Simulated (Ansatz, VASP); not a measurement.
# Te2Mo in two plane-wave programs, part 2 of 3

Aim: how closely do two programs agree when they are given the same cell, functional and k mesh? The cell is taken from a series of runs on this material, whose earlier steps may have relaxed, scaled, displaced or heated it; both programs get it as it stands.

VASP 6.6.1 and Ansatz 0.2.0.

So far: Starting point; VASP: zone-centre phonons, LDA.

### Step 2. VASP: zone-centre phonons, LDA (continued)

Level of this step: LDA, no spin polarisation; plane waves and PAW (Te, Mo_sv) (VASP).

OUTCAR, selected parts (step 2):

```text
ion  position               nearest neighbor table
   1  0.333  0.667  0.621-   6 2.70   6 2.70   6 2.70   3 3.60
   2  0.667  0.333  0.121-   5 2.70   5 2.70   5 2.70   4 3.60
   3  0.333  0.667  0.879-   6 2.70   6 2.70   6 2.70   1 3.60
   4  0.667  0.333  0.379-   5 2.70   5 2.70   5 2.70   2 3.60
   5  0.333  0.667  0.250-   2 2.70   4 2.70   2 2.70   4 2.70   2 2.70   4 2.70
   6  0.667  0.333  0.750-   1 2.70   3 2.70   1 2.70   3 2.70   1 2.70   3 2.70

  LATTYP: Found a hexagonal cell.
 ALAT       =     3.4746045667
 C/A-ratio  =     4.0305058239

 Subroutine GETGRP returns: Found 24 space group operations
 (whereof 12 operations were pure point group operations)

The static configuration has the point symmetry D_3d.
 The point group associated with its full space group is D_6h.

 Found      7 irreducible k-points:

   k-points           NKPTS =      7   k-points in BZ     NKDIM =      7   number of bands    NBANDS=     32

   dimension x,y,z NGX =    28 NGY =   28 NGZ =  108
   dimension x,y,z NGXF=    56 NGYF=   56 NGZF=  216

   ENCUT  =  500.0 eV  36.75 Ry    6.06 a.u.   6.34  6.34 25.53*2*pi/ulx,y,z

   NELECT =      52.0000    total number of electrons

 k-points in reciprocal lattice and weights: Automatic mesh
   0.00000000  0.00000000  0.00000000       0.028
   0.16666667  0.00000000  0.00000000       0.167
   0.33333333  0.00000000  0.00000000       0.167
   0.50000000  0.00000000  0.00000000       0.083
   0.16666667  0.16666667  0.00000000       0.167
   0.33333333  0.16666667  0.00000000       0.333
   0.33333333  0.33333333  0.00000000       0.056

 average (electrostatic) potential at core
       1 -86.6862       2 -86.6862       3 -86.6862       4 -86.6862       5 -73.2008
       6 -73.2008

  Total       -0.2196671     -0.2196671     -0.3114261     -0.0000000     -0.0000000     -0.0000000
  in kB       -2.4036392     -2.4036392     -3.4076838     -0.0000000     -0.0000000     -0.0000000
  external PRESSURE =      -2.7383207 kB  Pullay stress =       0.0000000 kB

  energy-cutoff  :      500.00
  volume of cell :      146.42
      direct lattice vectors                 reciprocal lattice vectors
     3.474604567  0.000000000  0.000000000     0.287802534  0.166162871  0.000000000
    -1.737302283  3.009095823  0.000000000     0.000000000  0.332325741  0.000000000
     0.000000000  0.000000000 14.004413942     0.000000000  0.000000000  0.071406058

 POSITION                                       TOTAL-FORCE (eV/Angst)
 -----------------------------------------------------------------------------------
      0.00000      2.00606      8.70144        -0.000000     -0.000000      0.050324
      1.73730      1.00303      1.69924        -0.000000     -0.000000      0.050324
      0.00000      2.00606     12.30518        -0.000000     -0.000000     -0.050324
      1.73730      1.00303      5.30297        -0.000000      0.000000     -0.050324
      0.00000      2.00606      3.50110        -0.000000     -0.000000      0.000000
      1.73730      1.00303     10.50331         0.000000      0.000000      0.000000
 -----------------------------------------------------------------------------------
    total drift:                               -0.000000     -0.000001      0.000000

 Eigenvectors and eigenvalues of the dynamical matrix
 ----------------------------------------------------

   1 f  =    8.877071 THz    55.776280 2PiTHz  296.107204 cm-1    36.712598 meV
             X         Y         Z           dx          dy          dz
      0.000000  2.006064  8.701443    -0.000000    0.000000   -0.260824
      1.737302  1.003032  1.699236     0.000000   -0.000000    0.260824
      0.000000  2.006064 12.305178    -0.000000    0.000000   -0.260824
      1.737302  1.003032  5.302971     0.000000   -0.000000    0.260824
      0.000000  2.006064  3.501103    -0.000000    0.000000   -0.603276
      1.737302  1.003032 10.503310     0.000000   -0.000000    0.603276

   2 f  =    8.720657 THz    54.793502 2PiTHz  290.889794 cm-1    36.065722 meV
             X         Y         Z           dx          dy          dz
      0.000000  2.006064  8.701443    -0.000000    0.000000    0.261456
      1.737302  1.003032  1.699236     0.000000   -0.000000    0.261456
      0.000000  2.006064 12.305178    -0.000000    0.000000    0.261456
      1.737302  1.003032  5.302971     0.000000   -0.000000    0.261456
      0.000000  2.006064  3.501103    -0.000000    0.000000   -0.602728
      1.737302  1.003032 10.503310     0.000000    0.000000   -0.602728

   3 f  =    7.130984 THz    44.805291 2PiTHz  237.864008 cm-1    29.491365 meV
             X         Y         Z           dx          dy          dz
      0.000000  2.006064  8.701443    -0.124216   -0.228425   -0.000000
      1.737302  1.003032  1.699236     0.124216    0.228425   -0.000000
      0.000000  2.006064 12.305178    -0.124216   -0.228425    0.000000
      1.737302  1.003032  5.302971     0.124216    0.228425    0.000000
      0.000000  2.006064  3.501103    -0.288534   -0.530597    0.000000
      1.737302  1.003032 10.503310     0.288534    0.530597    0.000000

   4 f  =    7.130984 THz    44.805291 2PiTHz  237.864008 cm-1    29.491365 meV
             X         Y         Z           dx          dy          dz
      0.000000  2.006064  8.701443     0.228425   -0.124216    0.000000
      1.737302  1.003032  1.699236    -0.228425    0.124216   -0.000000
      0.000000  2.006064 12.305178     0.228425   -0.124216    0.000000
      1.737302  1.003032  5.302971    -0.228425    0.124216    0.000000
      0.000000  2.006064  3.501103     0.530597   -0.288534   -0.000000
      1.737302  1.003032 10.503310    -0.530597    0.288534    0.000000

   5 f  =    7.111216 THz    44.681091 2PiTHz  237.204650 cm-1    29.409615 meV
             X         Y         Z           dx          dy          dz
      0.000000  2.006064  8.701443    -0.124938   -0.229752    0.000000
      1.737302  1.003032  1.699236    -0.124938   -0.229752    0.000000
      0.000000  2.006064 12.305178    -0.124938   -0.229752   -0.000000
      1.737302  1.003032  5.302971    -0.124938   -0.229752   -0.000000
      0.000000  2.006064  3.501103     0.287911    0.529449    0.000000
      1.737302  1.003032 10.503310     0.287911    0.529449    0.000000

   6 f  =    7.111216 THz    44.681091 2PiTHz  237.204650 cm-1    29.409615 meV
             X         Y         Z           dx          dy          dz
      0.000000  2.006064  8.701443    -0.229752    0.124938   -0.000000
      1.737302  1.003032  1.699236    -0.229752    0.124938   -0.000000
      0.000000  2.006064 12.305178    -0.229752    0.124938   -0.000000
      1.737302  1.003032  5.302971    -0.229752    0.124938    0.000000
      0.000000  2.006064  3.501103     0.529449   -0.287911    0.000000
      1.737302  1.003032 10.503310     0.529449   -0.287911   -0.000000

   7 f  =    5.323509 THz    33.448593 2PiTHz  177.573143 cm-1    22.016254 meV
             X         Y         Z           dx          dy          dz
      0.000000  2.006064  8.701443    -0.000000   -0.000000   -0.500000
      1.737302  1.003032  1.699236     0.000000   -0.000000   -0.500000
      0.000000  2.006064 12.305178    -0.000000    0.000000    0.500000
      1.737302  1.003032  5.302971     0.000000   -0.000000    0.500000
      0.000000  2.006064  3.501103    -0.000000    0.000000   -0.000000
      1.737302  1.003032 10.503310    -0.000000   -0.000000   -0.000000

   8 f  =    5.216646 THz    32.777155 2PiTHz  174.008591 cm-1    21.574306 meV
             X         Y         Z           dx          dy          dz
      0.000000  2.006064  8.701443     0.000000   -0.000000   -0.500000
      1.737302  1.003032  1.699236    -0.000000    0.000000    0.500000
      0.000000  2.006064 12.305178     0.000000   -0.000000    0.500000
      1.737302  1.003032  5.302971    -0.000000   -0.000000   -0.500000
      0.000000  2.006064  3.501103     0.000000   -0.000000   -0.000000
      1.737302  1.003032 10.503310     0.000000    0.000000   -0.000000

   9 f  =    3.574149 THz    22.457042 2PiTHz  119.220785 cm-1    14.781487 meV
             X         Y         Z           dx          dy          dz
      0.000000  2.006064  8.701443     0.238868    0.439252    0.000000
      1.737302  1.003032  1.699236     0.238868    0.439252   -0.000000
      0.000000  2.006064 12.305178    -0.238868   -0.439252   -0.000000
      1.737302  1.003032  5.302971    -0.238868   -0.439252    0.000000
      0.000000  2.006064  3.501103    -0.000000   -0.000000   -0.000000
      1.737302  1.003032 10.503310    -0.000000    0.000000   -0.000000

  10 f  =    3.574149 THz    22.457042 2PiTHz  119.220785 cm-1    14.781487 meV
             X         Y         Z           dx          dy          dz
      0.000000  2.006064  8.701443     0.439252   -0.238868    0.000000
      1.737302  1.003032  1.699236     0.439252   -0.238868    0.000000
      0.000000  2.006064 12.305178    -0.439252    0.238868   -0.000000
      1.737302  1.003032  5.302971    -0.439252    0.238868   -0.000000
      0.000000  2.006064  3.501103    -0.000000    0.000000    0.000000
      1.737302  1.003032 10.503310     0.000000   -0.000000   -0.000000

  11 f  =    3.548179 THz    22.293869 2PiTHz  118.354525 cm-1    14.674084 meV
             X         Y         Z           dx          dy          dz
      0.000000  2.006064  8.701443    -0.238864   -0.439254    0.000000
      1.737302  1.003032  1.699236     0.238864    0.439254   -0.000000
      0.000000  2.006064 12.305178     0.238864    0.439254   -0.000000
      1.737302  1.003032  5.302971    -0.238864   -0.439254    0.000000
      0.000000  2.006064  3.501103    -0.000000   -0.000000   -0.000000
      1.737302  1.003032 10.503310    -0.000000    0.000000   -0.000000

  12 f  =    3.548179 THz    22.293869 2PiTHz  118.354525 cm-1    14.674084 meV
             X         Y         Z           dx          dy          dz
      0.000000  2.006064  8.701443     0.439254   -0.238864    0.000000
      1.737302  1.003032  1.699236    -0.439254    0.238864   -0.000000
      0.000000  2.006064 12.305178    -0.439254    0.238864   -0.000000
      1.737302  1.003032  5.302971     0.439254   -0.238864    0.000000
      0.000000  2.006064  3.501103    -0.000000    0.000000   -0.000000
      1.737302  1.003032 10.503310    -0.000000    0.000000    0.000000

  13 f  =    0.898999 THz     5.648580 2PiTHz   29.987394 cm-1     3.717961 meV
             X         Y         Z           dx          dy          dz
      0.000000  2.006064  8.701443    -0.000000    0.000000    0.426580
      1.737302  1.003032  1.699236     0.000000   -0.000000   -0.426580
      0.000000  2.006064 12.305178    -0.000000    0.000000    0.426580
      1.737302  1.003032  5.302971     0.000000   -0.000000   -0.426580
      0.000000  2.006064  3.501103     0.000000   -0.000000   -0.368861
      1.737302  1.003032 10.503310    -0.000000    0.000000    0.368861
    [... 43 further lines ...]
      0.000000  2.006064  3.501103    -0.335552    0.155550    0.000000
      1.737302  1.003032 10.503310    -0.335552    0.155550    0.000000

 ELASTIC MODULI CONTR FROM IONIC RELAXATION (kBar)
 Direction    XX          YY          ZZ          XY          YZ          ZX
 --------------------------------------------------------------------------------
 XX        -322.0182   -179.3629   -663.8660     -0.0000      0.0000     -0.0000
 YY        -179.3629   -322.0182   -663.8660     -0.0000     -0.0000      0.0000
 ZZ        -663.8660   -663.8660  -1758.0164     -0.0000      0.0000     -0.0000
 XY          -0.0000     -0.0000     -0.0000    -71.3277     -0.0000     -0.0000
 YZ           0.0000      0.0000      0.0000     -0.0000   -895.9025     -0.0000
 ZX          -0.0000     -0.0000     -0.0000     -0.0000     -0.0000   -631.0375
 --------------------------------------------------------------------------------
```

(Part 2 of 3 ends here.)

[Lines on the potential files, build, host, timing and source positions are cut from VASP's logs without a mark.]

[Logs are printed without paths, hosts, clocks, repeated set-up lines and the standing remarks that a program may print on its own settings, such as how far it seeks lower states.]

[Hosts, paths, dates, database ids (printed as entryN), source tags and the programs' standing remarks are cut or masked in the printed files.]
